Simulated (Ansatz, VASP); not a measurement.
**Two plane-wave programs on Ge3SbSe**

```
Ge Sb Se
1.0
     5.01667    0.00000    0.00000
    -2.50833    4.34456    0.00000
     0.00000    0.00000    5.62194
Ge Sb Se
3 1 1
Direct
  0.00000 0.00000 0.00000
  0.33333 0.66667 0.50000
  0.33333 0.66667 0.00000
  0.00000 0.00000 0.50000
  0.66667 0.33333 0.50000
```

Alike in both runs: functional PBE; k mesh 3 × 3 × 4; occupations gaussian, width 0.1 eV; no spin polarisation.

Ansatz relaxed the structure, and its values are those at the end. VASP's run is a single point on that final structure, the one shown.

|  | VASP | Ansatz |
| --- | --- | --- |
| version | VASP 6.6.1 | Ansatz 0.2.0 |
| potentials or method | VASP PAW PBE potentials, release 64 (Ge_d, Sb, Se) | scalar-relativistic, plane waves, PAW |
| plane-wave cutoff (eV) | 520 | 420 |
| valence electrons in the cell | 53 | 73 |

|  | VASP | Ansatz | Ansatz less VASP |
| --- | --- | --- | --- |
| gap on the k mesh at the Fermi level (eV) | none | none | - |
| pressure (GPa) | 0.1 | 0.1 | 0.00 |

A gap of «none» marks a metal or a gap that the smearing closes. The two sets of potentials don't hold the same shells in valence.

Caveats: the k mesh is coarse (spacing up to 0.48 Å⁻¹), so the values aren't converged. Spin-orbit coupling is left out, which matters for the levels of Sb.
